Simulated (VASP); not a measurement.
```
NaCl
1.0
    0.00000     2.82000     2.82000
    2.82000     0.00000     2.82000
    2.82000     2.82000     0.00000
Na Cl
1 1
Direct
  0.00000   0.00000   0.00000
  0.50000   0.50000   0.50000
```

The base run (VASP): PBE GGA, plane waves, VASP's PBE PAW potentials (set 64). Run with 400 eV cut-off, 7×7×7 Γ-centred mesh, Gaussian smearing of 0.050 eV, potentials Na_pv Cl.

One setting is varied; ΔE counts from the base run. The base run took about 4 core-seconds. Times come from single runs on busy shared machines, so they are rough: good to a factor of about 2.

Pressures at a finite cut-off, here 400 eV, hold a Pulay part, which wasn't tested here.

| setting | cost over the base run | electronic steps | ΔE (meV/atom) | pressure (GPa) |
|---|---|---|---|---|
| PREC = Low | within a factor of 2 | 12 | -5.0 | 0.83 |
| PREC = Normal | within a factor of 2 | 12 | -0.1 | 0.57 |
| PREC = Single | within a factor of 2 | 12 | -0.7 | 0.52 |
| LASPH = .FALSE. | within a factor of 2 | 12 | 0.0 | 0.57 |
| base run | reference | 12 | 0.0 | 0.57 |
| ADDGRID = .TRUE. | within a factor of 2 | 12 | 0.0 | 0.57 |
| LREAL = Auto | within a factor of 2 | 12 | -0.2 | 0.57 |

Left out are runs that failed, have no time on record or changed the cell.

The compound is NaCl in the rock salt structure. The cell was not relaxed at this level.
